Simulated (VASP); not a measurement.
# Ta2SiO3: relaxation of cell and atoms with PBE

The system is Ta2SiO3.

```
Ta Si O
1.0
     5.05333    0.00564    0.11189
    -0.12323    5.11554   -0.00963
    -0.02235   -0.41809    6.53664
Ta Si O
4 2 6
Direct
  0.97195 0.20310 0.17921
  0.45764 0.69627 0.19168
  0.08974 0.73093 0.81554
  0.48845 0.29488 0.79767
  0.29415 0.46497 0.53640
  0.75208 0.47851 0.52428
  0.70745 0.03690 0.25894
  0.19947 0.96788 0.16395
  0.73721 0.52496 0.00340
  0.30978 0.96506 0.73118
  0.81486 0.03834 0.85374
  0.26441 0.48594 0.00225
```

The cell was built by a generator and needn't be a form met in nature.

| Property | Result |
| --- | --- |
| Program | VASP 6.6.1 |
| Task | relaxation of cell and atoms |
| Functional | PBE |
| Potentials or basis | VASP PAW PBE potentials, release 64 (Ta_pv, Si, O) |
| Cutoff | 520 eV |
| k mesh | 5 × 5 × 4 |
| Occupations | gaussian, width 0.15 eV |
| Spin | no spin polarisation |
| Further INCAR settings | PREC = Normal; LREAL = Auto; ALGO = Fast; EDIFF = 1e-05; ISYM = 0; IBRION = 2; EDIFFG = -0.03; NSW = 110; ISIF = 3 |

The relaxed volume is 14.22 Å³/atom and the relaxed cell is a = 5.038 Å, b = 5.038 Å, c = 6.739 Å, α = 93.09°, β = 91.33°, γ = 91.44°. The space group after relaxing (to 0.05 Å) is P-1 (No. 2) and the energy gained by relaxing is 525.3 meV/atom. The ionic steps are 47, the pressure after relaxing is 0.0 GPa and the largest force after relaxing is 0.027 eV/Å. The band gap on the k mesh is none (metal or under the smearing width).

Forces in eV/Å, atoms in the order of the input:
```
Ta   0.001  0.000  0.001
Ta  -0.002  0.009  0.013
Ta   0.012 -0.017 -0.003
Ta  -0.004  0.004 -0.005
Si  -0.005 -0.004  0.005
Si  -0.018  0.000 -0.007
O    0.014  0.000 -0.023
O    0.010  0.003  0.020
O    0.003  0.006 -0.009
O    0.003 -0.008  0.006
O   -0.009  0.004 -0.007
O   -0.005  0.003  0.009
```

The path:
```tsv
step	energy change (eV)	largest force (eV/Å)	pressure (GPa)	volume (Å³)
1	0.0000	13.4084	22.85	168.98
3	-0.7591	2.9821	-20.55	207.40
5	-4.2918	3.4040	-9.49	182.92
7	-4.3068	3.5834	-8.09	181.72
9	-5.7297	1.8051	0.52	172.26
11	-6.0263	1.0097	-0.18	171.03
13	-6.1951	0.5783	0.88	169.94
15	-6.2534	0.4968	-0.83	171.57
17	-6.2732	0.2498	0.20	170.58
19	-6.2830	0.1755	-0.19	170.58
21	-6.2883	0.2140	0.36	170.20
23	-6.2915	0.1035	-0.14	170.57
25	-6.2939	0.1075	0.02	170.50
27	-6.2961	0.0824	0.01	170.50
29	-6.2976	0.0655	0.02	170.55
31	-6.2990	0.0724	-0.09	170.66
33	-6.2999	0.0645	0.04	170.49
35	-6.3007	0.0608	0.13	170.42
37	-6.3012	0.0492	-0.15	170.62
39	-6.3018	0.0417	0.03	170.51
41	-6.3023	0.0364	0.05	170.53
43	-6.3026	0.0444	0.02	170.59
45	-6.3030	0.0304	-0.01	170.66
47	-6.3033	0.0272	0.01	170.67
```

Final structure:
```
Ta Si O
1.0
     5.03761    0.00039    0.00483
    -0.12715    5.03610    0.01230
    -0.16324   -0.38417    6.72630
Ta Si O
4 2 6
Direct
  0.98296 0.26205 0.19304
  0.49313 0.70724 0.21023
  0.03180 0.71950 0.81715
  0.52154 0.27404 0.79924
  0.25322 0.48005 0.49789
  0.76189 0.50199 0.51194
  0.71925 0.00497 0.27443
  0.21005 0.95312 0.14748
  0.76041 0.51672 0.02237
  0.29478 0.97672 0.73555
  0.80374 0.02747 0.86139
  0.25440 0.46388 0.98753
```

Levels at points of the mesh, in eV from the Fermi level:
```tsv
k point	band 40	band 41	band 42	band 43	band 44	band 45	band 46	band 47	band 48	band 49
(0.00, 0.00, 0.00)	-3.32	-2.05	-1.81	-0.09	0.21	0.32	0.45	0.85	1.09	1.14
(0.00, 0.00, 0.50)	-3.39	-2.12	-1.91	0.04	0.09	0.47	0.50	0.94	1.16	1.64
```

Run time: 16 min on 4 MPI ranks on Intel(R) Xeon(R) Platinum 8559C (Emerald Rapids), with other jobs on the host, peak memory 0.39 GiB a rank.

Spin-orbit coupling is left out, which matters for the levels of Ta.
